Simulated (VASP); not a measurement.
Write the native input for VASP 6.6.1 that does the following.

| Quantity | Value |
| --- | --- |
| Task | relaxation of cell and atoms |
| Functional | PBE |
| Potentials or basis | VASP PAW PBE potentials, release 64 (Nb_sv, B) |
| Cutoff | 600 eV |
| k mesh | 6 × 6 × 6 |
| Occupations | gaussian, width 0.1 eV |
| Spin | no spin polarisation |
| Dipole correction | no |
| Further INCAR settings | ALGO = Normal; EDIFF = 1e-07; IBRION = 2; EDIFFG = -0.04; NSW = 90; ISIF = 3 |

The structure of Nb2B lies in POSCAR:

```
Nb2B
1.0
    4.3161514500      0.0000000000      0.0000000000
   -2.1580757300      3.7378968000      0.0000000000
    0.0000000000      0.0000000000      2.6458008400
Nb B
2 1
Direct
    0.3333333300      0.6666666700      0.5000000000
    0.6666666700      0.3333333300      0.5000000000
    0.0000000000      0.0000000000      0.0000000000
```

The cell was built by a generator and needn't be a form met in nature.

The input as run:

INCAR

```
SYSTEM = Nb2B
  PREC = Accurate
  ENCUT = 600
  EDIFF = 1E-7
  ISMEAR = 0
  SIGMA = 0.1
  LREAL = .FALSE.
  LASPH = .TRUE.
  NELM = 100
  ALGO = Normal
  ISIF = 3
  LWAVE = .FALSE.
  LCHARG = .FALSE.
  GGA = PE
  IBRION = 2
  NSW = 90
  EDIFFG = -0.04
```

KPOINTS

```
regular mesh
0
G
  6 6 6
  0 0 0
```

Potentials or basis: VASP PAW PBE potentials, release 64 (Nb_sv, B).

Run with:

```sh
$ cat potpaw_PBE.64/Nb_sv/POTCAR potpaw_PBE.64/B/POTCAR > POTCAR
$ mpirun -np 1 vasp_std > vasp.out
```

It gave:

```yaml
Relaxed_volume: 14.90 Å³/atom
Relaxed_cell: a = 4.397 Å, b = 4.397 Å, c = 2.669 Å, α = 90.00°, β = 90.00°, γ = 120.00°
Space_group_after_relaxing_to_0.05_Å: P6/mmm (No. 191)
Energy_gained_by_relaxing: 17.9 meV/atom
Ionic_steps: 5
Pressure_after_relaxing: 0.1 GPa
Band_gap_on_the_k_mesh: none (metal or under the smearing width)
```

Caveat: the k mesh is coarse (spacing up to 0.40 Å⁻¹), so the values aren't converged.

Run time: 110 s on 1 thread of Intel(R) Xeon(R) Platinum 8488C (Sapphire Rapids) (shared host), peak memory 0.19 GiB.
